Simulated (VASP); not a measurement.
K (bcc) is relaxed at rising pressure, each step from the one before. Symmetry mostly holds the structure type, and other phases were not tried. The mesh follows the cell, and a change of mesh leaves a small step in the series.

Here is the system:

```cif
data_K2
_chemical_formula_sum 'K2'
_space_group_name_H-M_alt 'Im-3m'
_space_group_IT_number 229
_space_group_name_Hall '-I 4 2 3'
_cell_length_a 5.21230
_cell_length_b 5.21230
_cell_length_c 5.21230
_cell_angle_alpha 90.000
_cell_angle_beta 90.000
_cell_angle_gamma 90.000
loop_
_atom_site_label
_atom_site_type_symbol
_atom_site_symmetry_multiplicity
_atom_site_Wyckoff_symbol
_atom_site_fract_x
_atom_site_fract_y
_atom_site_fract_z
_atom_site_occupancy
K1 K 2 a 0.00000 0.00000 0.00000 1
```
(The calculation used a cell of 1 atom; values per cell refer to that cell.)

The numbers are results of PBEsol GGA, VASP's PBE PAW potentials (set 64) (plane waves; VASP), not measurements. Settings: 500 eV cut-off, 10×10×10 Γ-centred mesh, first-order Methfessel-Paxton smearing of 0.10 eV, potentials K_sv.

```
P (GPa)  V (Å³/atom)  H − H(0) (eV/atom)  space group  gap on the mesh (eV)    k-mesh
-------  -----------  ------------------  -----------  --------------------  --------
0              70.80               0.000        Im-3m                  0.00  10×10×10
5              42.45               1.618        Im-3m                  0.00  12×12×12
10             34.50               2.798        Im-3m                  0.00  13×13×13
20             26.48               4.680        Im-3m                  0.00  14×14×14
30             21.62               6.168        Im-3m                  0.00  15×15×15
45             16.02               7.897        Im-3m                  0.00  16×16×16
```

Pressures at which the relaxation failed are left out.

The compound is K in the bcc structure.
